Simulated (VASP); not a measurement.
These are LDA (Ceperley-Alder, Perdew-Zunger), VASP's LDA PAW potentials (set 64) (plane waves; VASP) values and carry that method's errors.

Input for VASP

KPOINTS:
```
K-points
0
Gamma
  9 9 9
0 0 0
```

File POSCAR:
```
Rb
1
   -2.6890972880     2.6890972880     2.6890972880
    2.6890972880    -2.6890972880     2.6890972880
    2.6890972880     2.6890972880    -2.6890972880
Rb
1
Direct
  0.0000000000   0.0000000000   0.0000000000
```

INCAR:
```
LREAL = F   # projection in real space or not
SIGMA = 0.1
EDIFFG = -0.001   # ionic stop
NSW = 30
ENCUT = 400   # plane-wave cut-off (eV)
NELM = 100
EDIFF = 1E-8
LASPH = T   # aspherical one-centre terms
PREC = Accurate
ISMEAR = 1   # Methfessel-Paxton
SYSTEM = Rb
LMAXMIX = 4   # l cut-off of mixed one-centre charges
IBRION = 1   # quasi-Newton
ISIF = 2
ALGO = Normal
LCHARG = F
LWAVE = F
```

POTCAR, in this order: Rb_sv (LDA.64 set). Program: vasp_std.

What will the output report for the number of irreducible k-points (NKPTS), largest plane-wave count, number of space-group operations, FFT grid (NGX, NGY, NGZ)?

| Item | Value |
|---|---|
| number of irreducible k-points (NKPTS) | 35 |
| largest plane-wave count | 1443 |
| number of space-group operations | 48 |
| FFT grid (NGX, NGY, NGZ) | 30 × 30 × 30 |

The compound is Rb in the bcc structure. It was relaxed first, which changed the volume by -14 %. The start is the result of an earlier pass.
